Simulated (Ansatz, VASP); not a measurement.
# Cross-check of Si2Ni (NiSi2 strained to the junction's net) between VASP and Ansatz, part 2 of 2

One calculation is typed for both programs; each brings its own data sets. How far apart do they land? The cell is generated by rule, not measured, and may not be a known phase. Of the first pair: The structure shown is the start of the Ansatz relaxation below; VASP solves that cell, so the two are compared at the walk's first step.

VASP 6.6.1 and Ansatz 0.2.0.

So far: The structure; Ansatz: relaxation, PBE; VASP: single point, PBE, start cell, pair 1.

## Step 3: VASP: single point, PBE, start cell, pair 1 (continued)

Level of this step: PBE, no spin polarisation; plane waves and PAW (Si, Ni); invented cell (VASP).

Numbers of over 12 decimals in the logs are rounded to 6 here.

OUTCAR, selected parts (step 3):

```text
ion  position               nearest neighbor table
   1  0.000  0.000  0.000-   9 2.34   7 2.36   7 2.36   7 2.36   6 2.72   6 2.72   6 2.72   2 2.72
                             2 2.72   2 2.72
   2  0.667  0.333  0.167-   8 2.34   7 2.36   7 2.36   7 2.36   3 2.72   3 2.72   3 2.72   1 2.72
                             1 2.72   1 2.72
   3  0.333  0.667  0.333-   7 2.34   8 2.36   8 2.36   8 2.36   2 2.72   2 2.72   2 2.72   4 2.72
                             4 2.72   4 2.72
   4  0.000  0.000  0.500-   9 2.34   8 2.36   8 2.36   8 2.36   5 2.72   5 2.72   5 2.72   3 2.72
                             3 2.72   3 2.72
   5  0.667  0.333  0.667-   8 2.34   9 2.36   9 2.36   9 2.36   4 2.72   4 2.72   4 2.72   6 2.72
                             6 2.72   6 2.72
   6  0.333  0.667  0.833-   7 2.34   9 2.36   9 2.36   9 2.36   1 2.72   1 2.72   1 2.72   5 2.72
                             5 2.72   5 2.72
   7  0.333  0.667  0.083-   6 2.34   3 2.34   2 2.36   1 2.36   1 2.36   2 2.36   1 2.36   2 2.36

  LATTYP: Found a hexagonal cell.
 ALAT       =     3.8610000000
 C/A-ratio  =     2.4263986014

 Subroutine GETGRP returns: Found 12 space group operations
 (whereof  6 operations were pure point group operations)

The static configuration has the point symmetry C_3v.
 The point group associated with its full space group is D_3d.

 Found     50 irreducible k-points:

   k-points           NKPTS =     50   k-points in BZ     NKDIM =     50   number of bands    NBANDS=     36

   dimension x,y,z NGX =    30 NGY =   30 NGZ =   70
   dimension x,y,z NGXF=    60 NGYF=   60 NGZF=  140

   ENCUT  =  520.0 eV  38.22 Ry    6.18 a.u.   7.18  7.18 17.42*2*pi/ulx,y,z

   NELECT =      54.0000    total number of electrons

 k-points in reciprocal lattice and weights: Automatic mesh
   0.00000000  0.00000000  0.00000000       0.002
   0.08333333  0.00000000  0.00000000       0.014
   0.16666667  0.00000000  0.00000000       0.014
   0.25000000  0.00000000  0.00000000       0.014
   0.33333333  0.00000000  0.00000000       0.014
   0.41666667  0.00000000  0.00000000       0.014
   0.50000000  0.00000000  0.00000000       0.007
   0.08333333  0.08333333  0.00000000       0.014
   0.16666667  0.08333333  0.00000000       0.028
[...]
-0.25000000 -0.41666667  0.33333333       0.028
   0.33333333  0.33333333  0.33333333       0.009

 average (electrostatic) potential at core
       1 -80.1762       2 -80.1762       3 -80.1762       4 -80.1762       5 -80.1762
       6 -80.1762       7 -82.5504       8 -82.5504       9 -82.5504

 E-fermi :  10.0968

 k-point     1 :       0.0000    0.0000    0.0000
  band No.  band energies     occupation
    ...
     21       9.3981      1.99815
     22       9.3981      1.99815
     23       9.3981      1.99815
     24       9.3981      1.99815
     25       9.6874      1.96721
     26      11.4650      0.00000
     27      11.4650      0.00000
     28      11.7861      0.00000
     29      11.7861      0.00000
     30      11.8868      0.00000
    ...

 k-point     2 :       0.0833    0.0000    0.0000
  band No.  band energies     occupation
    ...
     21       8.5686      2.00000
     22       8.8398      1.99999
     23       9.2371      1.99963
     24       9.6109      1.98460
     25       9.6373      1.98000
     26      10.9090      0.00059
     27      11.0469      0.00015
     28      11.0929      0.00009
     29      11.6151      0.00000
     30      11.7862      0.00000
    ...

 k-point     3 :       0.1667    0.0000    0.0000
  band No.  band energies     occupation
    ...
     21       7.8042      2.00000
     22       8.2255      2.00000
     23       8.5471      2.00000
     24       8.9729      1.99997
     25       9.4284      1.99750
     26      10.2493      0.35734
     27      10.3925      0.09879
     28      10.5109      0.03131
     29      11.4144      0.00000
     30      11.6122      0.00000
    ...

  Total       -0.7724958     -0.7724958      1.8399630     -0.0000000      0.0000000     -0.0000000
  in kB      -10.2332729    -10.2332724     24.3740383     -0.0000000      0.0000000     -0.0000000
  external PRESSURE =       1.3024977 kB  Pullay stress =       0.0000000 kB

  energy-cutoff  :      520.00
  volume of cell :      120.95
      direct lattice vectors                 reciprocal lattice vectors
     3.861000000  0.000000000  0.000000000     0.259000259  0.149533873  0.000000000
    -1.930500000  3.343724000  0.000000000     0.000000000  0.299067746  0.000000000
     0.000000000  0.000000000  9.368325000     0.000000000  0.000000000  0.106742667

 POSITION                                       TOTAL-FORCE (eV/Angst)
 -----------------------------------------------------------------------------------
      0.00000      0.00000      0.00000         0.000000      0.000000      0.041864
      1.93050      1.11457      1.56139        -0.000000     -0.000000     -0.041864
     -0.00000      2.22915      3.12278         0.000000     -0.000000      0.041864
      0.00000      0.00000      4.68416        -0.000000     -0.000000     -0.041864
      1.93050      1.11457      6.24555         0.000000      0.000000      0.041864
     -0.00000      2.22915      7.80694        -0.000000      0.000000     -0.041864
     -0.00000      2.22915      0.78069        -0.000000     -0.000000      0.000000
      1.93050      1.11457      3.90347        -0.000000     -0.000000     -0.000000
      0.00000      0.00000      7.02624        -0.000000     -0.000000      0.000000
 -----------------------------------------------------------------------------------
    total drift:                                0.000000     -0.000000      0.000000

  FREE ENERGIE OF THE ION-ELECTRON SYSTEM (eV)
  ---------------------------------------------------
  free  energy   TOTEN  =       -52.1303249398 eV

  energy  without entropy=      -52.0369743148  energy(sigma->0) =      -52.08364963

 total charge
# of ion       s       p       d       tot
------------------------------------------
    1        0.743   0.832   0.000   1.575
    2        0.743   0.832   0.000   1.575
    3        0.743   0.832   0.000   1.575
    4        0.743   0.832   0.000   1.575
    5        0.743   0.832   0.000   1.575
    6        0.743   0.832   0.000   1.575
    7        0.549   0.772   8.436   9.756
    8        0.549   0.772   8.436   9.756
    9        0.549   0.772   8.436   9.756
--------------------------------------------------
tot          6.104   7.305  25.307  38.716

[... 3 further parts left out ...]
```

The run ends at a pressure of 0.13 GPa, with forces up to 0.042 eV/Å.

## Step 4: Comparison

Known differences besides the potentials themselves: the data sets hold 78 valence electrons in Ansatz (on its default PAW (the set named soft_2) files) and 54 in VASP; the cutoff is 420 eV in Ansatz and 520 eV in VASP. Total energies have different zeros and are not compared.

The forces differ by 0.11 meV/Å r.m.s.; no other quantity is compared for this pair.

## Step 5: Ansatz: relaxation, PBE

This run makes the geometry at which the two programs are then compared. The cell compared in this pair holds 122.02 Å³, against 120.95 Å³ for the pair before.

The structure compared here is the end of the Ansatz relaxation.

This is the run of step 2 again, met here at its other cell.

## Step 6: VASP: single point, PBE, cell relaxed in part, pair 2

The same cell, functional, mesh and smearing now go to VASP, with its own data sets.

Input file INCAR:

```
SYSTEM = Si2Ni
PREC = Accurate
ENCUT = 600
EDIFF = 1E-06
NELM = 120
ISMEAR = -1
SIGMA = 0.1
LREAL = .FALSE.
ALGO = Normal
GGA = PE
NBANDS = 36
LASPH = .TRUE.
LORBIT = 11
LWAVE = .FALSE.
LCHARG = .FALSE.
ISIF = 2
GGA_COMPAT = .FALSE.
KPAR = 2
```

Input file POSCAR:

```
Si2Ni
1.0
    3.8610000000      0.0000000000      0.0000000000
   -1.9305000000      3.3437240840      0.0000000000
    0.0000000000      0.0000000000      9.4514906983
Si Ni
6 3
Direct
    0.0000000000      0.0000000000      0.9996139005
    0.6666666667      0.3333333333      0.1670527661
    0.3333333333      0.6666666667      0.3329472339
    0.0000000000      0.0000000000      0.5003860995
    0.6666666667      0.3333333333      0.6662805672
    0.3333333333      0.6666666667      0.8337194328
    0.3333333333      0.6666666667      0.0833333333
    0.6666666667      0.3333333333      0.4166666667
    0.0000000000      0.0000000000      0.7500000000
```

Input file KPOINTS:

```
Automatic mesh
0
Gamma
12 12 3
0 0 0
```

Potentials, in the order of the species: Si and Ni (PBE family, release 64).

Launch:

```console
mpirun -np 2 vasp_std
```

The program printed:

```text
[... set-up lines as in an earlier step ...]
 entering main loop
       N       E                     dE             d eps       ncg     rms          rms(c)
DAV:   1     0.351224786757E+03    0.35122E+03   -0.24888E+04  3600   0.174E+03
DAV:   2    -0.254845482272E+02   -0.37671E+03   -0.36293E+03  3600   0.365E+02
DAV:   3    -0.568115649206E+02   -0.31327E+02   -0.30000E+02  4244   0.117E+02
DAV:   4    -0.581020945040E+02   -0.12905E+01   -0.12762E+01  4472   0.217E+01
[...]
DAV:  13    -0.521376739196E+02    0.66488E-04   -0.56972E-04  4644   0.382E-01    0.283E-02
DAV:  14    -0.521376782775E+02   -0.43580E-05   -0.63318E-05  4840   0.813E-02    0.268E-02
DAV:  15    -0.521376788676E+02   -0.59004E-06   -0.43506E-06  4040   0.127E-02
   1 F= -.52137679E+02 E0= -.52091833E+02  d E =-.916926E-01
```

Parts of OUTCAR (step 6):

```text
  Total       -1.3253460     -1.3253460      0.0314656      0.0000000      0.0000000     -0.0000000
  in kB      -17.4024059    -17.4024059      0.4131584      0.0000000      0.0000000     -0.0000000
  external PRESSURE =     -11.4638844 kB  Pullay stress =       0.0000000 kB

 POSITION                                       TOTAL-FORCE (eV/Angst)
 -----------------------------------------------------------------------------------
      0.00000      0.00000      9.44784        -0.000000     -0.000000      0.004467
      1.93050      1.11457      1.57890         0.000000      0.000000     -0.004467
     -0.00000      2.22915      3.14685         0.000000     -0.000000      0.004467
      0.00000      0.00000      4.72939        -0.000000     -0.000000     -0.004467
      1.93050      1.11457      6.29734         0.000000      0.000000      0.004467
     -0.00000      2.22915      7.87989        -0.000000     -0.000000     -0.004467
     -0.00000      2.22915      0.78762         0.000000      0.000000      0.000000
      1.93050      1.11457      3.93812        -0.000000      0.000000      0.000000
      0.00000      0.00000      7.08862         0.000000      0.000000      0.000000
 -----------------------------------------------------------------------------------
    total drift:                                0.000000      0.000000     -0.000000

  FREE ENERGIE OF THE ION-ELECTRON SYSTEM (eV)
  ---------------------------------------------------
  free  energy   TOTEN  =       -52.1376788676 eV

  energy  without entropy=      -52.0459862756  energy(sigma->0) =      -52.09183257

[... 1 part as in an earlier step ...]

[... 2 further parts left out ...]
[key lines of the parts left out:]
E-fermi :   9.9644
```

The run ends at a pressure of -1.15 GPa, with forces up to 0.0045 eV/Å.

## Step 7: Side by side

What differs besides the data sets and the points named for the pairs above, as far as they apply: the data sets hold 78 valence electrons in Ansatz (on its default PAW (the set named soft_2) files) and 54 in VASP; the cutoff is 420 eV in Ansatz and 600 eV in VASP; Ansatz's pressure holds a Pulay correction, VASP's none. Total energies have different zeros and are not compared.

Compared:

```
      quantity  Ansatz   VASP  difference
pressure (GPa)   -1.13  -1.15       +0.02
```

## Step 8: What came out

```yaml
r_m_s_force_difference_single_point_pbe_start_cell_pair_1: 0.11 meV/Å
difference_in_pressure_single_point_pbe_cell_relaxed_in_part_pair_2: 0.017 GPa
```

In words: The difference in pressure is 0.017 GPa (single point, PBE, cell relaxed in part, pair 2), within the 1 GPa picked in this series as the mark of a large difference. The data sets hold unlike numbers of valence electrons (78 in Ansatz and 54 in VASP), so part of the differences may come from the potentials. Such differences can come from data sets, numerical settings and the points named under the comparisons, not from the functional's error against experiment.

[Lines on the potential files, build, host, timing and source positions are cut from VASP's logs without a mark.]

[Logs are printed without paths, hosts, clocks, repeated set-up lines and the standing remarks that a program may print on its own settings, such as how far it seeks lower states.]

[Hosts, paths, dates, database ids (printed as entryN), source tags and the programs' standing remarks are cut or masked in the printed files.]
